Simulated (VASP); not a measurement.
VASP ran on this input.

**KPOINTS**
```
K-points
0
Gamma
 3 3 4
```

### INCAR
```
! general
SYSTEM  = SrZn5
PREC    = Accurate
ENCUT   = 300
LREAL   = .FALSE.
LASPH   = .TRUE.

! electronic loop
EDIFF   = 1E-6
NELM    = 100
ALGO    = Normal
LMAXMIX = 4

! smearing
ISMEAR  = -1
SIGMA   = 0.1

! functional
GGA     = PS

! ions
ISIF    = 2

! output
LWAVE   = .FALSE.
LCHARG  = .FALSE.
```

**POSCAR**
```
SrZn5
1
    5.4862900000     0.0000000000     0.0000000000
   -2.7431450000     4.7512670000     0.0000000000
    0.0000000000     0.0000000000     4.1985600000
Sr Zn
1 5
Direct
  0.0000000000   0.0000000000   0.0000000000
  0.6666670000   0.3333330000   0.0000000000
  0.3333330000   0.6666670000   0.0000000000
  0.5000000000   0.0000000000   0.5000000000
  0.5000000000   0.5000000000   0.5000000000
  0.0000000000   0.5000000000   0.5000000000
```

POTCAR, in this order: Sr_sv Zn (PBE.64 set). Program: vasp_std.

**Question.** Translate this PBEsol calculation to Ansatz.

**Answer.** One equivalent input (not run):
Ansatz 0.2 input:
```yaml
crystal:
  lattice:
    - [5.4862900, 0.0000000, 0.0000000]
    - [-2.7431450, 4.7512670, 0.0000000]
    - [0.0000000, 0.0000000, 4.1985600]
  atoms:
    - { symbol: Sr, position: [0.0000000, 0.0000000, 0.0000000] }
    - { symbol: Zn, position: [0.6666670, 0.3333330, 0.0000000] }
    - { symbol: Zn, position: [0.3333330, 0.6666670, 0.0000000] }
    - { symbol: Zn, position: [0.5000000, 0.0000000, 0.5000000] }
    - { symbol: Zn, position: [0.5000000, 0.5000000, 0.5000000] }
    - { symbol: Zn, position: [0.0000000, 0.5000000, 0.5000000] }
kpoints:
  mp_grid: { grid: [3, 3, 4] }
hamiltonian:
  xc: pbesol
  pseudopotentials: { kind: paw }
scf:
  occupations: { method: fermi_dirac, width: 0.1 }
  max_iter: 100
output: { forces: true, stress: true, eigenvalues: true }
```
Limits of the translation: each code has its own PAW files, so the cut-off isn't converted (ENCUT is set for VASP's; basis.ecutwfc is left out, and Ansatz then takes the one that its files recommend); Ansatz stops its SCF on the density residual and VASP on the energy change (EDIFF).

The structure comes from a computed database's SrZn5 entry (P6/mmm); how it stands against other phases isn't given here. The cell was not relaxed at this level. The k-mesh is coarse (spacing up to 0.44 per Å, 2π included), so the numbers may not be converged in it. The run is one of a series of settings (KPOINTS 3×3×4 Γ-centred mesh against the base run), some of them coarse on purpose.
